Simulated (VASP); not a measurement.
Given:

```
CELL_PARAMETERS angstrom
      0.00000     3.50116     3.50116
      3.50116     0.00000     3.50116
      3.50116     3.50116     0.00000
ATOMIC_POSITIONS crystal
  Sr 0.00000 0.00000 0.00000
  Cl 0.25000 0.25000 0.25000
  Cl 0.75000 0.75000 0.75000
```

Method: revPBE GGA, VASP's PBE PAW potentials (set 64) (plane waves; VASP 6.6.1). Settings: 520 eV cut-off, 6×6×6 Γ-centred mesh, Gaussian smearing of 0.050 eV, potentials Sr_sv Cl.

Question: Give the stress tensor in GPa (positive for a compressed cell).

Answer: 
```
2.16  0.00  0.00
0.00  2.16  0.00
0.00  0.00  2.16
```
The pressure is its mean diagonal, 2.16 GPa.

The compound is SrCl2 in the fluorite structure. This cell is one point of a volume scan, at 0.94 of the reference volume.
